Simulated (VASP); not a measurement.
The cell holds one Al (fcc) (100) slab, with vacuum along c, ions free to move until forces fall under 0.03 eV/Å, no reconstruction beyond this cell, dipole correction on.

Data:

```yaml
crystal:
  lattice:
    - [2.83686, 0.00000, 0.00000]
    - [0.00000, 2.83686, 0.00000]
    - [0.00000, 0.00000, 26.89473]
  atoms:
    - { symbol: Al, position: [0.50000, 0.00000, 0.30965] }
    - { symbol: Al, position: [0.00000, 0.50000, 0.38517] }
    - { symbol: Al, position: [0.50000, 0.00000, 0.46174] }
    - { symbol: Al, position: [0.00000, 0.50000, 0.53826] }
    - { symbol: Al, position: [0.50000, 0.00000, 0.61483] }
    - { symbol: Al, position: [0.00000, 0.50000, 0.69035] }
```

These are PBEsol GGA, VASP's PBE PAW potentials (set 64) (plane waves; VASP) values and carry that method's errors. Settings: 400 eV cut-off, 10×10×1 Γ-centred mesh, first-order Methfessel-Paxton smearing of 0.10 eV, potentials Al.

Slab and bulk use different k-meshes, so the surface energy is good to a few per cent at best.

### Question
Predict its surface energy, work function, band gap (on the k-mesh).

### Answer

| Item | Value |
|---|---|
| surface energy | 67 meV/Å² |
| work function | 4.24 eV |
| band gap (on the k-mesh) | none (metal, semimetal or under 0.01 eV) |

Measured: work function 4.31 eV (computed value off by -0.07 eV), as given by Richard Tran et al., Surface Science (2019), arXiv:1902.07811.

The cell is a thin slab with vacuum, built from Al (fcc): (100) face.
